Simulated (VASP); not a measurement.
**Band gap of NaCl (Halite): cutoff, mesh and cell**

How far does the LDA gap of NaCl (Halite) depend on cutoff, mesh and cell? The starting structure is a measured crystal structure from the Crystallography Open Database. Cell and atoms stay as given unless a step says otherwise.

Calculated with VASP 6.6.1; Kohn-Sham DFT with plane waves and PAW; LDA.

### Step 1. The structure

Symmetry: Fm-3m, No. 225, cubic system. The conventional cell has a = 5.641 Å, b = 5.641 Å, c = 5.641 Å, α = 90.00°, β = 90.00°, γ = 90.00°. Cl has 6 Na at 2.82 Å nearest. Nearest to Na lie 6 Cl at 2.82 Å. Farther neighbours and most contacts between anions are not listed.

### Step 2. Reference bands

Input file INCAR:

```
SYSTEM = NaCl
PREC = Accurate
ENCUT = 350
EDIFF = 1E-06
NELM = 100
ISMEAR = 0
SIGMA = 0.03
LREAL = .FALSE.
ALGO = Normal
GGA = CA
NBANDS = 19
LORBIT = 11
LWAVE = .FALSE.
LCHARG = .FALSE.
KPAR = 4
```

Input file POSCAR:

```
NaCl
1.0
    0.0000000000      2.8202800000      2.8202800000
    2.8202800000      0.0000000000      2.8202800000
    2.8202800000      2.8202800000      0.0000000000
Cl Na
1 1
Direct
    0.5000000000      0.5000000000      0.5000000000
    0.0000000000      0.0000000000      0.0000000000
```

Input file KPOINTS:

```
Automatic mesh
0
Gamma
6 6 6
0 0 0
```

Input file KPOINTS_OPT:

```
Line mode
10
Line-mode
Reciprocal
  0.00000000   0.00000000   0.00000000 GAMMA
  0.50000000   0.00000000   0.50000000 X

  0.50000000   0.00000000   0.50000000 X
  0.50000000   0.25000000   0.75000000 W

  0.50000000   0.25000000   0.75000000 W
  0.37500000   0.37500000   0.75000000 K

  0.37500000   0.37500000   0.75000000 K
  0.00000000   0.00000000   0.00000000 GAMMA

  0.00000000   0.00000000   0.00000000 GAMMA
  0.50000000   0.50000000   0.50000000 L

  0.50000000   0.50000000   0.50000000 L
  0.62500000   0.25000000   0.62500000 U

  0.62500000   0.25000000   0.62500000 U
  0.50000000   0.25000000   0.75000000 W

  0.50000000   0.25000000   0.75000000 W
  0.50000000   0.50000000   0.50000000 L

  0.50000000   0.50000000   0.50000000 L
  0.37500000   0.37500000   0.75000000 K

  0.62500000   0.25000000   0.62500000 U
  0.50000000   0.00000000   0.50000000 X
```

Potentials, in the order of the species: Cl and Na_pv (LDA family, release 64).

Command:

```
mpirun -np 4 vasp_std
```

The log of the run:

```text
[banner, memory and clock lines left out]
running    4 mpi-ranks, on    1 nodes
 distrk:  each k-point on    1 cores,    4 groups
 distr:  one band on    1 cores,    1 groups

 POSCAR found type information on POSCAR ClNa
 POSCAR found :  2 types and       2 ions
 LDA part: xc-table for (Slater(with rela. corr.)+CA(PZ))
 , standard interpolation
 POSCAR, INCAR and KPOINTS ok, starting setup
 FFT: planning ... GRIDC
 FFT: planning ... GRID_SOFT
 FFT: planning ... GRID
 WAVECAR not read
 entering main loop
       N       E                     dE             d eps       ncg     rms          rms(c)
DAV:   1     0.846170936265E+02    0.84617E+02   -0.53720E+03   624   0.555E+02
DAV:   2    -0.195987969288E+01   -0.86577E+02   -0.80939E+02   684   0.182E+02
DAV:   3    -0.749343343524E+01   -0.55336E+01   -0.54995E+01   747   0.477E+01
DAV:   4    -0.755507887042E+01   -0.61645E-01   -0.61616E-01   754   0.515E+00
DAV:   5    -0.755597992229E+01   -0.90105E-03   -0.90101E-03   725   0.648E-01    0.197E+00
DAV:   6    -0.737735687207E+01    0.17862E+00   -0.18334E-01   777   0.239E+00    0.139E+00
DAV:   7    -0.735769845467E+01    0.19658E-01   -0.42282E-02   838   0.103E+00    0.972E-01
DAV:   8    -0.735603605159E+01    0.16624E-02   -0.63955E-03   701   0.527E-01    0.402E-01
DAV:   9    -0.735574190477E+01    0.29415E-03   -0.36233E-04   693   0.103E-01    0.178E-01
DAV:  10    -0.735572048110E+01    0.21424E-04   -0.14180E-04   773   0.664E-02    0.268E-02
DAV:  11    -0.735571878232E+01    0.16988E-05   -0.66560E-06   736   0.187E-02    0.339E-03
DAV:  12    -0.735571883424E+01   -0.51917E-07   -0.16029E-07   403   0.286E-03
   1 F= -.73557188E+01 E0= -.73557188E+01  d E =-.755274E-25
 Start KPOINTS_OPT (optional k-point list driver)
k-point batch [1-16\100]
       N       E                     dE             ncg
DAV:   1    -0.114394348773E+04   -0.58151E+04      624
DAV:   2    -0.257746056074E+04   -0.14335E+04      693
DAV:   3    -0.266973139833E+04   -0.92271E+02      743
DAV:   4    -0.267078606619E+04   -0.10547E+01      732
DAV:   5    -0.267080039498E+04   -0.14329E-01      735
DAV:   6    -0.267080071950E+04   -0.32452E-03      753
DAV:   7    -0.267080072854E+04   -0.90390E-05      750
DAV:   8    -0.267080072877E+04   -0.23320E-06      545
[...]
k-point batch [97-100\100]
       N       E                     dE             ncg
DAV:   1     0.459133188721E+04   -0.21892E+04      152
DAV:   2     0.423698344699E+04   -0.35435E+03      203
DAV:   3     0.421453428298E+04   -0.22449E+02      166
DAV:   4     0.421428012395E+04   -0.25416E+00      192
DAV:   5     0.421427643240E+04   -0.36915E-02      176
DAV:   6     0.421427634261E+04   -0.89793E-04      186
DAV:   7     0.421427633985E+04   -0.27581E-05      184
DAV:   8     0.421427633977E+04   -0.77313E-07      146
```

It took 12 s on 4 MPI ranks of AMD EPYC 7R43, shared host; peak memory 0.41 GiB.

Lines that name or quote the potential files are left out of all logs, and their timing lines are given in words.

Parts of OUTCAR (step 2):

```text
ion  position               nearest neighbor table
   1  0.500  0.500  0.500-
   2  0.000  0.000  0.000-

  LATTYP: Found a face centered cubic cell.
 ALAT       =     5.6405600000

 Subroutine GETGRP returns: Found 48 space group operations
 (whereof 48 operations were pure point group operations)

The static configuration has the point symmetry O_h .

 Found     16 irreducible k-points:

   k-points           NKPTS =     16   k-points in BZ     NKDIM =     16   number of bands    NBANDS=     19

   dimension x,y,z NGX =    24 NGY =   24 NGZ =   24
   dimension x,y,z NGXF=    48 NGYF=   48 NGZF=   48

   ENCUT  =  350.0 eV  25.72 Ry    5.07 a.u.   6.08  6.08  6.08*2*pi/ulx,y,z

   NELECT =      14.0000    total number of electrons

 k-points in reciprocal lattice and weights: Automatic mesh
   0.00000000  0.00000000  0.00000000       0.005
   0.16666667  0.00000000  0.00000000       0.037
   0.33333333  0.00000000  0.00000000       0.037
   0.50000000  0.00000000  0.00000000       0.019
   0.16666667  0.16666667  0.00000000       0.028
   0.33333333  0.16666667  0.00000000       0.111
   0.50000000  0.16666667  0.00000000       0.111
  -0.33333333  0.16666667  0.00000000       0.111
  -0.16666667  0.16666667  0.00000000       0.056
[...]
-0.33333333  0.33333333  0.16666667       0.111
  -0.33333333  0.50000000  0.16666667       0.056

 average (electrostatic) potential at core
       1 -97.6595       2 -46.1181

 E-fermi :  -0.7399

 k-point     1 :       0.0000    0.0000    0.0000
  band No.  band energies     occupation
    ...
      3     -21.7214      2.00000
      4     -13.5350      2.00000
      5      -0.9510      2.00000
      6      -0.9510      2.00000
      7      -0.9510      2.00000
      8       3.7447      0.00000
      9       9.8967      0.00000
     10       9.8967      0.00000
     11       9.8967      0.00000
     12      12.1269      0.00000
    ...

 k-point     2 :       0.1667    0.0000    0.0000
  band No.  band energies     occupation
    ...
      3     -21.7220      2.00000
      4     -13.4501      2.00000
      5      -1.5935      2.00000
      6      -1.0230      2.00000
      7      -1.0230      2.00000
      8       4.5835      0.00000
      9       9.0639      0.00000
     10      10.1770      0.00000
     11      10.1770      0.00000
     12      11.7602      0.00000
    ...

 k-point     3 :       0.3333    0.0000    0.0000
  band No.  band energies     occupation
    ...
      3     -21.7232      2.00000
      4     -13.2725      2.00000
      5      -2.5654      2.00000
      6      -1.1602      2.00000
      7      -1.1602      2.00000
      8       5.7139      0.00000
      9       8.7934      0.00000
     10       9.9638      0.00000
     11       9.9638      0.00000
     12      12.8582      0.00000
    ...

  Total       -0.7016641     -0.7016641     -0.7016641      0.0000000     -0.0000000      0.0000000
  in kB      -25.0572358    -25.0572358    -25.0572358      0.0000000     -0.0000000      0.0000000
  external PRESSURE =     -25.0572358 kB  Pullay stress =       0.0000000 kB

  energy-cutoff  :      350.00
  volume of cell :       44.86
      direct lattice vectors                 reciprocal lattice vectors
     0.000000000  2.820280000  2.820280000    -0.177287362  0.177287362  0.177287362
     2.820280000  0.000000000  2.820280000     0.177287362 -0.177287362  0.177287362
     2.820280000  2.820280000  0.000000000     0.177287362  0.177287362 -0.177287362

 POSITION                                       TOTAL-FORCE (eV/Angst)
 -----------------------------------------------------------------------------------
      2.82028      2.82028      2.82028         0.000000     -0.000000      0.000000
      0.00000      0.00000      0.00000        -0.000000      0.000000     -0.000000
 -----------------------------------------------------------------------------------
    total drift:                                0.000000     -0.000000     -0.000000

  FREE ENERGIE OF THE ION-ELECTRON SYSTEM (eV)
  ---------------------------------------------------
  free  energy   TOTEN  =        -7.3557188342 eV

  energy  without entropy=       -7.3557188342  energy(sigma->0) =       -7.35571883

 total charge
# of ion       s       p       d       tot
------------------------------------------
    1        1.584   3.542   0.000   5.125
    2        0.045   5.977   0.000   6.022
--------------------------------------------------
tot          1.629   9.518   0.000  11.147

[... 3 further parts left out ...]
```

At this level the cell is under a tension of 2.5 GPa, so at these settings it is away from equilibrium.

The reference gap is 4.696 eV.

### Step 3. Bands with cell and atoms relaxed by LDA

Against step 2 the input has another starting structure. The cell comes from a relaxation at this level, not shown (40.70 Å³).

INCAR is that of step 2.

Input file POSCAR:

```
NaCl
1.0
    0.0000000000      2.7300670920      2.7300670920
    2.7300670920      0.0000000000      2.7300670920
    2.7300670920      2.7300670920      0.0000000000
Cl Na
1 1
Direct
    0.5000000000      0.5000000000      0.5000000000
    0.0000000000      0.0000000000      0.0000000000
```

KPOINTS is that of step 2.

KPOINTS_OPT is that of step 2.

Command:

```
mpirun -np 4 vasp_std
```

The log of the run:

```text
[... set-up lines as in an earlier step ...]
 entering main loop
       N       E                     dE             d eps       ncg     rms          rms(c)
DAV:   1     0.904203945843E+02    0.90420E+02   -0.52387E+03   627   0.561E+02
DAV:   2    -0.154745262541E+01   -0.91968E+02   -0.83459E+02   711   0.193E+02
DAV:   3    -0.750782580354E+01   -0.59604E+01   -0.59129E+01   733   0.493E+01
DAV:   4    -0.757419551899E+01   -0.66370E-01   -0.66338E-01   749   0.529E+00
[...]
DAV:   9    -0.738852700418E+01    0.33392E-03   -0.43789E-04   676   0.124E-01    0.155E-01
DAV:  10    -0.738851392892E+01    0.13075E-04   -0.94999E-05   780   0.621E-02    0.154E-02
DAV:  11    -0.738851309931E+01    0.82962E-06   -0.40562E-06   698   0.157E-02
   1 F= -.73885131E+01 E0= -.73885131E+01  d E =-.569627E-12
 Start KPOINTS_OPT (optional k-point list driver)
k-point batch [1-16\100]
       N       E                     dE             ncg
DAV:   1    -0.982306814110E+03   -0.57078E+04      608
DAV:   2    -0.244599671667E+04   -0.14637E+04      729
DAV:   3    -0.253565067783E+04   -0.89654E+02      728
DAV:   4    -0.253657938119E+04   -0.92870E+00      724
DAV:   5    -0.253659149994E+04   -0.12119E-01      781
DAV:   6    -0.253659175925E+04   -0.25931E-03      717
DAV:   7    -0.253659176594E+04   -0.66938E-05      754
DAV:   8    -0.253659176610E+04   -0.16023E-06      510
[...]
k-point batch [97-100\100]
       N       E                     dE             ncg
DAV:   1     0.497344222969E+04   -0.20062E+04      155
DAV:   2     0.464636316487E+04   -0.32708E+03      179
DAV:   3     0.462655595414E+04   -0.19807E+02      186
DAV:   4     0.462636071831E+04   -0.19524E+00      176
DAV:   5     0.462635802100E+04   -0.26973E-02      186
DAV:   6     0.462635795915E+04   -0.61854E-04      192
DAV:   7     0.462635795742E+04   -0.17348E-05      186
DAV:   8     0.462635795737E+04   -0.44394E-07      128
```

Wall time 11 s (4 MPI ranks); peak memory 0.39 GiB; 42 s of CPU time.

OUTCAR, selected parts (step 3):

```text
  Total        0.0074365      0.0074365      0.0074365      0.0000000      0.0000000      0.0000000
  in kB        0.2927712      0.2927712      0.2927712      0.0000000      0.0000000      0.0000000
  external PRESSURE =       0.2927712 kB  Pullay stress =       0.0000000 kB

 POSITION                                       TOTAL-FORCE (eV/Angst)
 -----------------------------------------------------------------------------------
      2.73007      2.73007      2.73007         0.000000      0.000000      0.000000
      0.00000      0.00000      0.00000        -0.000000     -0.000000     -0.000000
 -----------------------------------------------------------------------------------
    total drift:                                0.000000     -0.000000     -0.000000

  FREE ENERGIE OF THE ION-ELECTRON SYSTEM (eV)
  ---------------------------------------------------
  free  energy   TOTEN  =        -7.3885130993 eV

  energy  without entropy=       -7.3885130993  energy(sigma->0) =       -7.38851310

[... 1 part as in an earlier step ...]

[... 2 further parts left out ...]
[key lines of the parts left out:]
E-fermi :  -0.2075
```

With cell and atoms relaxed by LDA the gap is 5.089 eV, +0.394 eV from the reference.

### Step 4. Bands with no band path

Against step 2 the input has no band path (also changed: NBANDS).

Edit INCAR of step 3 so:

```diff
@@ -10,3 +10,3 @@
 GGA = CA
-NBANDS = 19
+NBANDS = 13
 LORBIT = 11
```

Input file POSCAR:

```
NaCl
1.0
    0.0000000000      2.8202800000      2.8202800000
    2.8202800000      0.0000000000      2.8202800000
    2.8202800000      2.8202800000      0.0000000000
Cl Na
1 1
Direct
    0.5000000000      0.5000000000      0.5000000000
    0.0000000000      0.0000000000      0.0000000000
```

KPOINTS is that of step 3.

Command:

```
mpirun -np 4 vasp_std
```

The log of the run:

```text
[... set-up lines as in an earlier step ...]
 entering main loop
       N       E                     dE             d eps       ncg     rms          rms(c)
DAV:   1     0.801947044316E+02    0.80195E+02   -0.59633E+03   424   0.816E+02
DAV:   2    -0.175276111568E+01   -0.81947E+02   -0.77146E+02   464   0.222E+02
DAV:   3    -0.747345572069E+01   -0.57207E+01   -0.56951E+01   516   0.624E+01
DAV:   4    -0.755421203461E+01   -0.80756E-01   -0.80731E-01   486   0.819E+00
[...]
DAV:   9    -0.735572980165E+01    0.93248E-04   -0.15807E-04   496   0.991E-02    0.159E-01
DAV:  10    -0.735571937476E+01    0.10427E-04   -0.12543E-04   511   0.887E-02    0.504E-03
DAV:  11    -0.735571883151E+01    0.54325E-06   -0.38130E-06   506   0.218E-02
   1 F= -.73557188E+01 E0= -.73557188E+01  d E =-.207189E-14
```

Wall time 2.6 s (4 MPI ranks); peak memory 0.35 GiB; 7 s of CPU time.

From OUTCAR (step 4):

```text
  Total       -0.6942880     -0.6942880     -0.6942880      0.0000000      0.0000000     -0.0000000
  in kB      -24.7938267    -24.7938267    -24.7938267      0.0000000      0.0000000     -0.0000000
  external PRESSURE =     -24.7938267 kB  Pullay stress =       0.0000000 kB

 POSITION                                       TOTAL-FORCE (eV/Angst)
 -----------------------------------------------------------------------------------
      2.82028      2.82028      2.82028         0.000000     -0.000000     -0.000000
      0.00000      0.00000      0.00000        -0.000000      0.000000      0.000000
 -----------------------------------------------------------------------------------
    total drift:                                0.000000     -0.000000     -0.000000

  FREE ENERGIE OF THE ION-ELECTRON SYSTEM (eV)
  ---------------------------------------------------
  free  energy   TOTEN  =        -7.3557188315 eV

  energy  without entropy=       -7.3557188315  energy(sigma->0) =       -7.35571883

[... 1 part as in an earlier step ...]

[... 2 further parts left out ...]
[key lines of the parts left out:]
E-fermi :  -0.7994
```

With no band path the gap is 4.695 eV, +0.000 eV from the reference, read on the mesh alone.

### Step 5. Bands with a cutoff of 500 eV

Against step 2 the input has ENCUT = 500.

Edit INCAR of step 4 so:

```diff
@@ -2,3 +2,3 @@
 PREC = Accurate
-ENCUT = 350
+ENCUT = 500
 EDIFF = 1E-06
@@ -10,3 +10,3 @@
 GGA = CA
-NBANDS = 13
+NBANDS = 19
 LORBIT = 11
```

POSCAR is that of step 4.

KPOINTS is that of step 4.

KPOINTS_OPT is that of step 3.

Command:

```
mpirun -np 4 vasp_std
```

The log of the run:

```text
[... set-up lines as in an earlier step ...]
 entering main loop
       N       E                     dE             d eps       ncg     rms          rms(c)
DAV:   1     0.107241476131E+03    0.10724E+03   -0.62251E+03   608   0.715E+02
DAV:   2     0.705957561471E+00   -0.10654E+03   -0.98387E+02   683   0.224E+02
DAV:   3    -0.744546457425E+01   -0.81514E+01   -0.80652E+01   738   0.584E+01
DAV:   4    -0.755464476626E+01   -0.10918E+00   -0.10908E+00   731   0.671E+00
[...]
DAV:  10    -0.735591181249E+01    0.30027E-04   -0.15941E-04   758   0.694E-02    0.250E-02
DAV:  11    -0.735591042416E+01    0.13883E-05   -0.61976E-06   699   0.180E-02    0.339E-03
DAV:  12    -0.735591048132E+01   -0.57166E-07   -0.14761E-07   403   0.289E-03
   1 F= -.73559105E+01 E0= -.73559105E+01  d E =-.311733E-26
 Start KPOINTS_OPT (optional k-point list driver)
k-point batch [1-16\100]
       N       E                     dE             ncg
DAV:   1    -0.872771798356E+03   -0.62597E+04      624
DAV:   2    -0.254182098326E+04   -0.16690E+04      632
DAV:   3    -0.266982406935E+04   -0.12800E+03      774
DAV:   4    -0.267152434815E+04   -0.17003E+01      711
DAV:   5    -0.267154686178E+04   -0.22514E-01      770
DAV:   6    -0.267154740765E+04   -0.54587E-03      722
DAV:   7    -0.267154742474E+04   -0.17087E-04      807
DAV:   8    -0.267154742525E+04   -0.51366E-06      549
[...]
k-point batch [97-100\100]
       N       E                     dE             ncg
DAV:   1     0.569074104025E+04   -0.25403E+04      152
DAV:   2     0.529552216190E+04   -0.39522E+03      158
DAV:   3     0.526382632620E+04   -0.31696E+02      212
DAV:   4     0.526342377527E+04   -0.40255E+00      176
DAV:   5     0.526341831982E+04   -0.54554E-02      167
DAV:   6     0.526341818168E+04   -0.13814E-03      192
DAV:   7     0.526341817720E+04   -0.44793E-05      186
DAV:   8     0.526341817707E+04   -0.12905E-06      160
```

Elapsed: 24 s, on 4 MPI ranks; peak memory 0.49 GiB; 90 s of CPU time.

[end of part 1 of 2]

[Lines on the potential files, build, host, timing and source positions are cut from VASP's logs without a mark.]

[Logs are printed without paths, hosts, clocks, repeated set-up lines and the standing remarks that a program may print on its own settings, such as how far it seeks lower states.]

[Hosts, paths, dates, database ids (printed as entryN), source tags and the programs' standing remarks are cut or masked in the printed files.]
